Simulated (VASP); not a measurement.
Consider the following.

```yaml
crystal:
  lattice:
    - [0.00000, 2.46476, 2.46476]
    - [2.46476, 0.00000, 2.46476]
    - [2.46476, 2.46476, 0.00000]
  atoms:
    - { symbol: Y, position: [0.00000, 0.00000, 0.00000] }
    - { symbol: N, position: [0.50000, 0.50000, 0.50000] }
```

Calculation: rev-vdW-DF2, VASP's PBE PAW potentials (set 64) (plane waves; VASP). Numerical set-up: 520 eV cut-off, 9×9×9 Γ-centred mesh, Gaussian smearing of 0.050 eV, potentials Y_sv N.

Give the stress tensor in GPa (positive for a compressed cell).

```
-4.64   0.00   0.00
 0.00  -4.64   0.00
 0.00   0.00  -4.64
```
The pressure is its mean diagonal, -4.64 GPa.

The compound is YN in the rock salt structure. This cell is one point of a volume scan, at 1.03 of the reference volume.
